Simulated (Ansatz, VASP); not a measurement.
**CdAg in two plane-wave programs**

Wanted: the spread between two codes on one cell, functional and k mesh. The cell is taken from a series of runs on this material, whose earlier steps may have relaxed, scaled, displaced or heated it; both programs get it as it stands.

Main program and level: Ansatz 0.2.0; plane waves, with VASP 6.6.1 beside it; zone-centre phonons at PBEsol.

### 1. The structure

Symmetry: Pm-3m, No. 221, cubic system. Conventional cell: a = 3.308 Å, b = 3.308 Å, c = 3.308 Å, α = 90.00°, β = 90.00°, γ = 90.00°. Cd has 8 Ag at 2.86 Å nearest. Ag has 8 Cd at 2.86 Å nearest. Farther neighbours are not listed.

### 2. VASP: zone-centre phonons, PBEsol

Second derivatives magnify differences that forces hide, and they need a tight electronic threshold.

Lines of VASP's logs that name or quote its potential files are left out, and so is its time.

INCAR

```
SYSTEM = CdAg
PREC = Accurate
ENCUT = 500
EDIFF = 1E-08
NELM = 120
ISMEAR = -1
SIGMA = 0.1
LREAL = .FALSE.
ALGO = Normal
GGA = PS
NBANDS = 17
LASPH = .TRUE.
LORBIT = 11
LWAVE = .FALSE.
LCHARG = .FALSE.
ISIF = 2
IBRION = 8
GGA_COMPAT = .FALSE.
KPAR = 2
```

POSCAR

```
CdAg
1.0
    3.3079759737      0.0000000000      0.0000000000
    0.0000000000      3.3079759737      0.0000000000
    0.0000000000      0.0000000000      3.3079759737
Cd Ag
1 1
Direct
    0.5000000000      0.5000000000      0.5000000000
    0.0000000000      0.0000000000      0.0000000000
```

KPOINTS

```
Automatic mesh
0
Gamma
16 16 16
0 0 0
```

Potentials, in the order of the species: Cd and Ag (PBE family, release 64).

On the command line:

```bash
$ mpirun -np 2 vasp_std
```

Numbers of over 12 decimals in the logs are rounded to 6 here.

The program printed:

```text
[banner, memory and clock lines left out]
running    2 mpi-ranks, on    1 nodes
 distrk:  each k-point on    1 cores,    2 groups
 distr:  one band on    1 cores,    1 groups

 POSCAR found type information on POSCAR CdAg
 POSCAR found :  2 types and       2 ions
|                                                                             |
|               ----> ADVICE to this user running VASP <----                  |
|                                                                             |
|     You enforced a specific xc type in the INCAR file but a different       |
|     [... a line on the potential file left out ...]
|     I HOPE YOU KNOW WHAT YOU ARE DOING!                                     |
|                                                                             |

 LDA part: xc-table for (Slater+PW92), standard interpolation
 POSCAR, INCAR and KPOINTS ok, starting setup
 FFT: planning ... GRIDC
 FFT: planning ... GRID_SOFT
 FFT: planning ... GRID
 WAVECAR not read
 entering main loop
       N       E                     dE             d eps       ncg     rms          rms(c)
DAV:   1     0.145592324730E+03    0.14559E+03   -0.11707E+04  5722   0.127E+03
DAV:   2    -0.245870270833E+01   -0.14805E+03   -0.14286E+03  5730   0.320E+02
DAV:   3    -0.512915210918E+01   -0.26704E+01   -0.26657E+01  6695   0.506E+01
DAV:   4    -0.513523171268E+01   -0.60796E-02   -0.60791E-02  6360   0.213E+00
DAV:   5    -0.513527146244E+01   -0.39750E-04   -0.39749E-04  6492   0.183E-01    0.699E+00
DAV:   6    -0.469410779223E+01    0.44116E+00   -0.15787E+00  5747   0.135E+01    0.439E+00
DAV:   7    -0.466855407431E+01    0.25554E-01   -0.44246E-02  6062   0.359E+00    0.274E+00
DAV:   8    -0.466129316218E+01    0.72609E-02   -0.91101E-03  6173   0.974E-01    0.438E-01
DAV:   9    -0.466106443906E+01    0.22872E-03   -0.11842E-03  5933   0.500E-01    0.904E-02
DAV:  10    -0.466107731050E+01   -0.12871E-04   -0.55833E-05  6383   0.106E-01    0.232E-02
DAV:  11    -0.466107634659E+01    0.96391E-06   -0.12657E-05  6195   0.632E-02    0.267E-03
DAV:  12    -0.466107646418E+01   -0.11759E-06   -0.43329E-07  6013   0.687E-03    0.178E-03
DAV:  13    -0.466107638345E+01    0.80733E-07   -0.55709E-08  6382   0.378E-03    0.501E-04
DAV:  14    -0.466107636039E+01    0.23058E-07   -0.51733E-09  2950   0.886E-04    0.668E-05
DAV:  15    -0.466107635784E+01    0.25484E-08   -0.20376E-10  2883   0.162E-04
   1 F= -.46610764E+01 E0= -.46524153E+01  d E =-.173221E-01
 Linear response reoptimize wavefunctions to high precision
DAV:   1    -0.466107635817E+01   -0.32333E-09   -0.52373E-11  2940   0.103E-04
DAV:   2    -0.466107635817E+01   -0.22737E-11   -0.62658E-12  2882   0.223E-05
 Linear response DOF=           2
 Linear response progress:
  Degree of freedom:   1/  2
       N       E                     dE             d eps       ncg     rms          rms(c)
RMM:   1    -0.424749469691E+00   -0.42475E+00   -0.21392E-01 22949   0.308E+00
RMM:   2    -0.425659869646E+00   -0.91040E-03   -0.91329E-04 21010   0.249E-01    0.388E-02
RMM:   3    -0.425336610934E+00    0.32326E-03   -0.14240E-05 21688   0.280E-02    0.223E-02
RMM:   4    -0.424947230202E+00    0.38938E-03   -0.21219E-05 21760   0.316E-02    0.388E-03
RMM:   5    -0.424931795601E+00    0.15435E-04   -0.18836E-07 22762   0.348E-03    0.179E-03
RMM:   6    -0.424911022762E+00    0.20773E-04   -0.65756E-08 22328   0.202E-03    0.212E-04
RMM:   7    -0.424911453542E+00   -0.43078E-06   -0.19947E-09 22689   0.270E-04    0.718E-05
RMM:   8    -0.424911402634E+00    0.50909E-07   -0.98776E-10 23039   0.875E-05    0.644E-06
RMM:   9    -0.424911326455E+00    0.76178E-07   -0.88304E-10 22632   0.230E-05    0.382E-06
RMM:  10    -0.424911317604E+00    0.88511E-08   -0.83472E-10 22193   0.223E-05    0.635E-07
 first order change of Fermi-energy  -0.10328E-04
 force on displaced ion       1 direction 1 :  -3.944   0.000  -0.000
 Linear response progress:
  Degree of freedom:   2/  2
       N       E                     dE             d eps       ncg     rms          rms(c)
RMM:   1    -0.297959481366E+00   -0.29796E+00   -0.21811E-01 21412   0.324E+00
RMM:   2    -0.295839647725E+00    0.21198E-02   -0.23491E-03 20934   0.392E-01    0.778E-02
RMM:   3    -0.295584210612E+00    0.25544E-03   -0.15553E-04 22565   0.785E-02    0.415E-02
RMM:   4    -0.295500509409E+00    0.83701E-04   -0.19614E-04 22161   0.834E-02    0.816E-03
RMM:   5    -0.295491399734E+00    0.91097E-05   -0.39876E-06 22568   0.135E-02    0.219E-03
RMM:   6    -0.295476965519E+00    0.14434E-04   -0.66918E-07 22550   0.456E-03    0.915E-04
RMM:   7    -0.295463452219E+00    0.13513E-04   -0.19840E-08 23194   0.983E-04    0.227E-04
RMM:   8    -0.295460602287E+00    0.28499E-05   -0.78285E-09 22953   0.349E-04    0.301E-05
RMM:   9    -0.295459706111E+00    0.89618E-06   -0.41831E-09 23438   0.695E-05    0.739E-06
RMM:  10    -0.295459732870E+00   -0.26759E-07   -0.26157E-09 21628   0.334E-05    0.265E-06
RMM:  11    -0.295459765659E+00   -0.32789E-07   -0.41409E-09 20058   0.287E-05    0.286E-07
RMM:  12    -0.295459765224E+00    0.43508E-09   -0.57089E-09 11663   0.266E-05    0.997E-08
 first order change of Fermi-energy   0.26795E-03
 force on displaced ion       2 direction 1 :  -3.982  -0.000  -0.000
 Linear response finished
```

OUTCAR, selected parts (step 2):

```text
ion  position               nearest neighbor table
   1  0.500  0.500  0.500-   2 2.86   2 2.86   2 2.86   2 2.86   2 2.86   2 2.86   2 2.86   2 2.86

  LATTYP: Found a simple cubic cell.
 ALAT       =     3.3079759737

 Subroutine GETGRP returns: Found 48 space group operations
 (whereof 48 operations were pure point group operations)

The static configuration has the point symmetry O_h .

 Found    165 irreducible k-points:

   k-points           NKPTS =    165   k-points in BZ     NKDIM =    165   number of bands    NBANDS=     17

   dimension x,y,z NGX =    24 NGY =   24 NGZ =   24
   dimension x,y,z NGXF=    48 NGYF=   48 NGZF=   48

   ENCUT  =  500.0 eV  36.75 Ry    6.06 a.u.   6.03  6.03  6.03*2*pi/ulx,y,z

   NELECT =      23.0000    total number of electrons

 k-points in reciprocal lattice and weights: Automatic mesh
   0.00000000  0.00000000  0.00000000       0.000
   0.06250000  0.00000000  0.00000000       0.001
   0.12500000  0.00000000  0.00000000       0.001
   0.18750000  0.00000000  0.00000000       0.001
   0.25000000  0.00000000  0.00000000       0.001
   0.31250000  0.00000000  0.00000000       0.001
   0.37500000  0.00000000  0.00000000       0.001
   0.43750000  0.00000000  0.00000000       0.001
   0.50000000  0.00000000  0.00000000       0.001
[...]
0.50000000  0.50000000  0.43750000       0.001
   0.50000000  0.50000000  0.50000000       0.000

 average (electrostatic) potential at core
       1 -36.1007       2 -73.6878

  Total        0.1067755      0.1067755      0.1067755      0.0000000     -0.0000000      0.0000000
  in kB        4.7260144      4.7260144      4.7260144      0.0000000     -0.0000000      0.0000000
  external PRESSURE =       4.7260144 kB  Pullay stress =       0.0000000 kB

  energy-cutoff  :      500.00
  volume of cell :       36.20
      direct lattice vectors                 reciprocal lattice vectors
     3.307975974  0.000000000  0.000000000     0.302299656  0.000000000  0.000000000
     0.000000000  3.307975974  0.000000000     0.000000000  0.302299656  0.000000000
     0.000000000  0.000000000  3.307975974     0.000000000  0.000000000  0.302299656

 POSITION                                       TOTAL-FORCE (eV/Angst)
 -----------------------------------------------------------------------------------
      1.65399      1.65399      1.65399         0.000000      0.000000      0.000000
      0.00000      0.00000      0.00000         0.000000      0.000000      0.000000
 -----------------------------------------------------------------------------------
    total drift:                                0.000000      0.000000     -0.000000

 Eigenvectors and eigenvalues of the dynamical matrix
 ----------------------------------------------------

   1 f  =    4.194916 THz    26.357437 2PiTHz  139.927347 cm-1    17.348772 meV
             X         Y         Z           dx          dy          dz
      1.653988  1.653988  1.653988     0.698080   -0.000000   -0.000000
      0.000000  0.000000  0.000000    -0.716020    0.000000    0.000000

   2 f  =    4.194916 THz    26.357437 2PiTHz  139.927347 cm-1    17.348772 meV
             X         Y         Z           dx          dy          dz
      1.653988  1.653988  1.653988    -0.000000    0.000000   -0.698080
      0.000000  0.000000  0.000000     0.000000   -0.000000    0.716020

   3 f  =    4.194916 THz    26.357437 2PiTHz  139.927347 cm-1    17.348772 meV
             X         Y         Z           dx          dy          dz
      1.653988  1.653988  1.653988    -0.000000   -0.698080    0.000000
      0.000000  0.000000  0.000000     0.000000    0.716020    0.000000

   4 f/i=    0.009954 THz     0.062543 2PiTHz    0.332029 cm-1     0.041166 meV
             X         Y         Z           dx          dy          dz
      1.653988  1.653988  1.653988    -0.000000    0.596876    0.395504
      0.000000  0.000000  0.000000     0.000000    0.581921    0.385595

   5 f/i=    0.009954 THz     0.062543 2PiTHz    0.332029 cm-1     0.041166 meV
             X         Y         Z           dx          dy          dz
      1.653988  1.653988  1.653988    -0.716020    0.000000   -0.000000
      0.000000  0.000000  0.000000    -0.698080   -0.000000    0.000000

   6 f/i=    0.009954 THz     0.062543 2PiTHz    0.332029 cm-1     0.041166 meV
             X         Y         Z           dx          dy          dz
      1.653988  1.653988  1.653988    -0.000000    0.395504   -0.596876
      0.000000  0.000000  0.000000     0.000000    0.385595   -0.581921

 ELASTIC MODULI CONTR FROM IONIC RELAXATION (kBar)
 Direction    XX          YY          ZZ          XY          YZ          ZX
 --------------------------------------------------------------------------------
 XX           0.0000      0.0000      0.0000      0.0000      0.0000      0.0000
 YY           0.0000      0.0000      0.0000      0.0000      0.0000      0.0000
 ZZ           0.0000      0.0000      0.0000      0.0000      0.0000      0.0000
 XY           0.0000      0.0000      0.0000      0.0000      0.0000      0.0000
 YZ           0.0000      0.0000      0.0000      0.0000      0.0000      0.0000
 ZX           0.0000      0.0000      0.0000      0.0000      0.0000      0.0000
 --------------------------------------------------------------------------------
```

This run has no spin polarisation. Its electron count is odd, so without a moment it is a metal by construction. The PAW data sets were made with PBE, which is usual practice but a small mismatch for other functionals.

(Continued in part 2 of 2.)

[Lines on the potential files, build, host, timing and source positions are cut from VASP's logs without a mark.]

[Logs are printed without paths, hosts, clocks, repeated set-up lines and the standing remarks that a program may print on its own settings, such as how far it seeks lower states.]

[Hosts, paths, dates, database ids (printed as entryN), source tags and the programs' standing remarks are cut or masked in the printed files.]
